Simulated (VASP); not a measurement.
Method: revTPSS meta-GGA, VASP's PBE PAW potentials (set 64) (plane waves; VASP 6.6.1).

A VASP calculation is set up with these files.

KPOINTS_OPT:
```
k-points along high-symmetry lines
6
Line-mode
Reciprocal
  0.000000   0.000000   0.000000 ! GAMMA
  0.000000   0.500000   0.000000 ! X

  0.000000   0.500000   0.000000 ! X
  0.500000   0.500000   0.000000 ! M

  0.500000   0.500000   0.000000 ! M
  0.000000   0.000000   0.000000 ! GAMMA

  0.000000   0.000000   0.000000 ! GAMMA
  0.000000   0.000000   0.500000 ! Z

  0.000000   0.000000   0.500000 ! Z
  0.000000   0.500000   0.500000 ! R

  0.000000   0.500000   0.500000 ! R
  0.500000   0.500000   0.500000 ! A

  0.500000   0.500000   0.500000 ! A
  0.000000   0.000000   0.500000 ! Z

  0.000000   0.500000   0.000000 ! X
  0.000000   0.500000   0.500000 ! R

  0.500000   0.500000   0.000000 ! M
  0.500000   0.500000   0.500000 ! A
```

**INCAR**
```
ALGO  =  Normal
EDIFF  =  1E-7
ENCUT  =  520
ISIF  =  2
ISMEAR  =  -5
LASPH  =  .True.
LCHARG  =  .False.
LEFG  =  .True.
LMIXTAU  =  .True.
LORBIT  =  11
LREAL  =  .False.
LWAVE  =  .False.
METAGGA  =  RTPSS
NEDOS  =  601
NELM  =  100
PREC  =  Accurate
SYSTEM  =  MgH2
```

### KPOINTS
```
Automatic
0
gamma
 6 6 8
0 0 0
```

POSCAR:
```
MgH2
1
    4.4612530777     0.0000000000     0.0000000000
    0.0000000000     4.4612530777     0.0000000000
    0.0000000000     0.0000000000     2.9886143204
Mg H
2 4
Direct
  1.0000000000   0.0000000000   0.0000000000
  0.5000000000   0.5000000000   0.5000000000
  0.3041178902   0.3041178902   0.0000000000
  0.8041178902   0.1958821098   0.5000000000
  0.1958821098   0.8041178902   0.5000000000
  0.6958821098   0.6958821098   0.0000000000
```

POTCAR, in this order: Mg H (PBE.64 set). Program: vasp_std.

The path is coarsely sampled, so an indirect gap can come out somewhat too large.

What does the run give for the energy per atom (σ→0), band gap (over mesh and band path)?

```
Property                                     Value
----------------------------------  --------------
energy per atom (σ→0)               -3.720 eV/atom
band gap (over mesh and band path)         4.43 eV
```

File OSZICAR:
```
...
DAV:  20    -0.223172356952E+02    0.51934E-05   -0.91722E-06   800   0.529E-02    0.206E-03
DAV:  21    -0.223172382481E+02   -0.25529E-05   -0.98208E-07   800   0.187E-02    0.161E-03
DAV:  22    -0.223172391684E+02   -0.92035E-06   -0.28553E-07   848   0.884E-03    0.571E-04
DAV:  23    -0.223172395797E+02   -0.41127E-06   -0.21919E-07   800   0.974E-03    0.352E-04
DAV:  24    -0.223172395386E+02    0.41120E-07   -0.58906E-08   800   0.433E-03
   1 F= -.22317240E+02 E0= -.22317240E+02  d E =0.000000E+00
       N       E                     dE             ncg
       N       E                     dE             ncg
```

The compound is MgH2 in the rutile structure. It was relaxed first.
